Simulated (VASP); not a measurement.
Given:

```yaml
crystal:
  lattice:
    - [4.36617, 0.00000, 0.00000]
    - [0.00000, 5.15783, 0.00000]
    - [0.00000, 0.00000, 17.21253]
  atoms:
    - { symbol: Sn, position: [0.75000, 0.87230, 0.59332] }
    - { symbol: Sn, position: [0.25000, 0.37230, 0.40668] }
    - { symbol: Ge, position: [0.25000, 0.50230, 0.57260] }
    - { symbol: Ge, position: [0.75000, 0.00230, 0.42740] }
```

Method: PBE GGA, VASP's PBE PAW potentials (set 64) (plane waves; VASP). Settings: 300 eV cut-off, 3×3×1 Γ-centred mesh, Fermi-Dirac smearing of 0.10 eV, potentials Sn_d Ge_d.

The cell holds a wide vacuum, so values per volume refer to the whole cell. Unless said otherwise, spin-orbit coupling is left out, though it shifts the bands of the heavy elements here.

Q: What does the run give for the energy per atom (σ→0), band gap (on the k-mesh) with the smallest direct gap where there is one?

A: 
- band gap (on the k-mesh) = none (metal, semimetal or under 0.01 eV)
- energy per atom (σ→0) = -3.388 eV/atom

The absolute energy has meaning only against runs of the same code, potentials and settings.

The cell is a sheet with vacuum, built from a generated structure.
